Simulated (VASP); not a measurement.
Data:

```
Ca2BrH3
1.0
    3.90294     0.00000     0.00000
   -1.95147     3.38004     0.00000
    0.00000     0.00000     6.85353
Ca H Br
2 3 1
Direct
  0.67656   0.33846   0.18471
  0.33980   0.67080   0.81487
  0.65430   0.32589   0.85108
  0.32767   0.66617   0.15000
  0.99972   0.99906   0.99772
  0.00194   0.99962   0.50162
```

These are PBEsol GGA, VASP's PBE PAW potentials (set 64) (plane waves; VASP) values and carry that method's errors. Numerical set-up: 300 eV cut-off, 6×6×3 Γ-centred mesh, Fermi-Dirac smearing of 0.010 eV, potentials Ca_sv H Br.

At this cut-off the stress carries a Pulay error, which pulls relaxed volumes low. Energy and stress use the plane-wave basis of the starting cell.

Problem. The ions, cell shape and volume are relaxed. Predict the relaxed structure.

Solution. 
```
Ca2BrH3
1.0
    3.83868     0.00105    -0.00051
   -1.91843     3.32174     0.00032
   -0.00090     0.00011     6.70131
Ca H Br
2 3 1
Direct
  0.66715   0.33371   0.18737
  0.33302   0.66636   0.81273
  0.66659   0.33325   0.84973
  0.33362   0.66676   0.15042
  0.99913   0.99959   0.99996
  0.00049   0.00032   0.49980
```
Space group P-3m1 (164), at a tolerance of 0.03 Å.

Problem. How do energy and volume change from the first to the last step?

Solution. The energy (σ→0) changes by -8.4 meV/atom and the volume by -5.5 %, in 9 ionic steps.

The structure comes from a computed database's Ca2H3Br entry; how it stands against other phases isn't given here. In the starting cell atoms are displaced from their ideal sites. This run relaxes it. The run is one of a series of settings (EDIFFG = -0.01, IBRION = 2, ISIF = 3, NSW = 50 against the base run), some of them coarse on purpose.
